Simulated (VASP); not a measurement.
Output of a VASP run:

**OSZICAR**
```
       N       E                     dE             d eps       ncg     rms          rms(c)
DAV:   1     0.762513109571E+02    0.76251E+02   -0.72057E+03   918   0.861E+02
DAV:   2    -0.113021283190E+02   -0.87553E+02   -0.85301E+02  1130   0.254E+02
DAV:   3    -0.172349109057E+02   -0.59328E+01   -0.59007E+01  1707   0.498E+01
DAV:   4    -0.173055017896E+02   -0.70591E-01   -0.70527E-01  1125   0.565E+00
DAV:   5    -0.173070806992E+02   -0.15789E-02   -0.15788E-02  1360   0.596E-01    0.133E+01
DAV:   6    -0.163854060745E+02    0.92167E+00   -0.28412E+00  1101   0.115E+01    0.614E+00
DAV:   7    -0.163471801289E+02    0.38226E-01   -0.21780E-01  1449   0.314E+00    0.242E+00
DAV:   8    -0.163397412102E+02    0.74389E-02   -0.21242E-02  1095   0.109E+00    0.349E-01
DAV:   9    -0.163394227787E+02    0.31843E-03   -0.23486E-03  1189   0.317E-01    0.160E-01
DAV:  10    -0.163394139320E+02    0.88468E-05   -0.27079E-04  1341   0.169E-01    0.544E-02
DAV:  11    -0.163394145552E+02   -0.62328E-06   -0.17594E-05  1120   0.298E-02    0.155E-02
DAV:  12    -0.163394131715E+02    0.13838E-05   -0.36506E-06   977   0.169E-02    0.157E-03
DAV:  13    -0.163394131351E+02    0.36334E-07   -0.10460E-07   510   0.315E-03
   1 F= -.16339413E+02 E0= -.16335417E+02  d E =-.799234E-02
```

**OUTCAR**
```
------------------------ aborting loop because EDIFF is reached ----------------------------------------
  FORCE on cell =-STRESS in cart. coord.  units (eV):
  Direction    XX          YY          ZZ          XY          YZ          ZX
  --------------------------------------------------------------------------------------
  Total       -3.1496681     -3.1496681     -3.1496681      0.0000000      0.0000000     -0.0000000
  in kB     -131.0103830   -131.0103830   -131.0103830      0.0000000      0.0000000     -0.0000000
  external PRESSURE =    -131.0103830 kB  Pullay stress =       0.0000000 kB
  volume of cell :       38.52
      direct lattice vectors                 reciprocal lattice vectors
     0.000000000  2.680484000  2.680484000    -0.186533477  0.186533477  0.186533477
     2.680484000  0.000000000  2.680484000     0.186533477 -0.186533477  0.186533477
     2.680484000  2.680484000  0.000000000     0.186533477  0.186533477 -0.186533477
 POSITION                                       TOTAL-FORCE (eV/Angst)
 -----------------------------------------------------------------------------------
      0.00000      0.00000      0.00000        -0.000000     -0.000000     -0.000000
      2.68048      2.68048      2.68048         0.000000      0.000000      0.000000
 -----------------------------------------------------------------------------------
    total drift:                                0.000000     -0.000000      0.000000
  FREE ENERGIE OF THE ION-ELECTRON SYSTEM (eV)
  ---------------------------------------------------
  free  energy   TOTEN  =       -16.3394131351 eV

  energy  without entropy=      -16.3314207958  energy(sigma->0) =      -16.33541697
```
(Selected blocks of OUTCAR.)

File POSCAR:
```
ZrS
1
    0.0000000000     2.6804840000     2.6804840000
    2.6804840000     0.0000000000     2.6804840000
    2.6804840000     2.6804840000     0.0000000000
S Zr
1 1
Direct
  0.0000000000   0.0000000000   0.0000000000
  0.5000000000   0.5000000000   0.5000000000
```

Problem. Write an INCAR and KPOINTS that could have produced this output.

Solution. One answer among several that fit: the input of the run itself, PBEsol GGA, plane waves, VASP's PBE PAW potentials (set 64).

**INCAR**
```
! general
SYSTEM   =  ZrS
PREC     =  Accurate
ENCUT    =  300
LREAL    =  F
LASPH    =  T

! electronic loop
EDIFF    =  1E-6
NELM     =  100
ALGO     =  Normal
LMAXMIX  =  4

! smearing
ISMEAR   =  0
SIGMA    =  0.1

! functional
GGA      =  PS

! ions
ISIF     =  2

! output
LWAVE    =  F
LCHARG   =  F
```

KPOINTS:
```
Automatic mesh
0
Gamma
9 9 9
0 0 0
```

POTCAR, in this order: S Zr_sv (PBE.64 set). Program: vasp_std.

At this cut-off the stress carries a Pulay error, which pulls relaxed volumes low.

The structure was generated: ZrS was put into an ordered model structure, which need not be its known phase. The cell was not relaxed at this level. VASP warned that the highest band is occupied, so more bands are needed.
